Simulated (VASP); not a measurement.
Input for VASP

POSCAR:
```
ZrSiTe
1
    3.6904562507    -0.0000000000     0.0000000000
    0.0000000000     3.6904562507     0.0000000000
    0.0000000000     0.0000000000     8.9115698303
Zr Si Te
2 2 2
Direct
  0.0000000000   0.5000000000   0.2655453591
  0.5000000000   0.0000000000   0.7344546409
  0.5000000000   0.5000000000   0.5000000000
  0.0000000000   0.0000000000   0.5000000000
  0.5000000000   0.0000000000   0.1298969990
  0.0000000000   0.5000000000   0.8701030010
```

KPOINTS:
```
Automatic mesh
0
Gamma
6 6 3
0 0 0
```

**INCAR**
```
SYSTEM = ZrSiTe
PREC = Accurate
ENCUT = 400
EDIFF = 1E-6
NELM = 100
ALGO = Normal
LREAL = .FALSE.
LASPH = .TRUE.
ISMEAR = 0
SIGMA = 0.05
LMAXMIX = 4
LWAVE = .FALSE.
LCHARG = .FALSE.
IBRION = 2
ISIF = 3
NSW = 60
EDIFFG = -0.02
```

POTCAR, in this order: Zr_sv Si Te (LDA.64 set). Program: vasp_std.

Write an equivalent input for Ansatz.

One equivalent input (not run):
Ansatz 0.2 input:
```yaml
crystal:
  lattice:
    - [3.6904563, 0.0000000, 0.0000000]
    - [0.0000000, 3.6904563, 0.0000000]
    - [0.0000000, 0.0000000, 8.9115698]
  atoms:
    - { symbol: Zr, position: [0.0000000, 0.5000000, 0.2655454] }
    - { symbol: Zr, position: [0.5000000, 0.0000000, 0.7344546] }
    - { symbol: Si, position: [0.5000000, 0.5000000, 0.5000000] }
    - { symbol: Si, position: [0.0000000, 0.0000000, 0.5000000] }
    - { symbol: Te, position: [0.5000000, 0.0000000, 0.1298970] }
    - { symbol: Te, position: [0.0000000, 0.5000000, 0.8701030] }
kpoints:
  mp_grid: { grid: [6, 6, 3] }
hamiltonian:
  xc: lda
  pseudopotentials: { kind: paw }
scf:
  occupations: { method: gaussian, width: 0.05 }
  max_iter: 100
relax:
  max_steps: 60
  f_tol: 0.02
  cell: {}
output: { forces: true, stress: true, eigenvalues: true }
```
What does not carry over: each code has its own PAW files, so the cut-off isn't converted (ENCUT is set for VASP's; basis.ecutwfc is left out, and Ansatz then takes the one that its files recommend); Ansatz stops its SCF on the density residual and VASP on the energy change (EDIFF); Ansatz's lda is the Perdew-Wang form, while the LDA potentials of VASP carry Perdew-Zunger's.

The structure comes from a computed database's ZrSiTe entry (P4/nmm); how it stands against other phases isn't given here. This run relaxes it. Symmetry was kept, so distortions that lower it aren't found. The start is the result of an earlier pass.
